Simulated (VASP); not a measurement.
OSZICAR of a VASP run on Cs (bcc):

File OSZICAR:
```
       N       E                     dE             d eps       ncg     rms          rms(c)
DAV:   1     0.474635885942E+02    0.47464E+02   -0.29062E+03    32   0.659E+02
DAV:   2     0.324478720839E+01   -0.44219E+02   -0.43516E+02    40   0.134E+02
DAV:   3    -0.684119506469E+00   -0.39289E+01   -0.39289E+01    32   0.434E+01
DAV:   4    -0.734443786433E+00   -0.50324E-01   -0.50324E-01    56   0.576E+00
DAV:   5    -0.734452802483E+00   -0.90160E-05   -0.90161E-05    32   0.705E-02    0.163E-01
DAV:   6    -0.736127208983E+00   -0.16744E-02   -0.16336E-03    32   0.234E-01    0.117E-01
DAV:   7    -0.738173923311E+00   -0.20467E-02   -0.55732E-03    32   0.441E-01    0.365E-02
DAV:   8    -0.738238223509E+00   -0.64300E-04   -0.16598E-04    32   0.877E-02    0.458E-03
DAV:   9    -0.738240591510E+00   -0.23680E-05   -0.62947E-06    56   0.142E-02    0.282E-03
DAV:  10    -0.738240273170E+00    0.31834E-06   -0.90527E-07    32   0.537E-03
   1 F= -.73824027E+00 E0= -.73201762E+00  d E =-.186679E-01
```

Question: Which electronic solver shows in the log?

Answer: It is blocked Davidson (ALGO = Normal, or the opening steps of other solvers). The INCAR had ALGO = Normal.

Question: Can the final energy be trusted as converged?

Answer: The calculation finished and met its thresholds. It stopped with EDIFF = 1E-6, NELM = 100 (PBE GGA, plane waves, VASP's PBE PAW potentials (set 64)).

The compound is Cs in the bcc structure. The cell was not relaxed at this level. The k-mesh is coarse (spacing up to 0.73 per Å, 2π included), so the numbers may not be converged in it. The run is one of a series of settings (KPOINTS 2×2×2 Monkhorst-Pack mesh against the base run), some of them coarse on purpose.
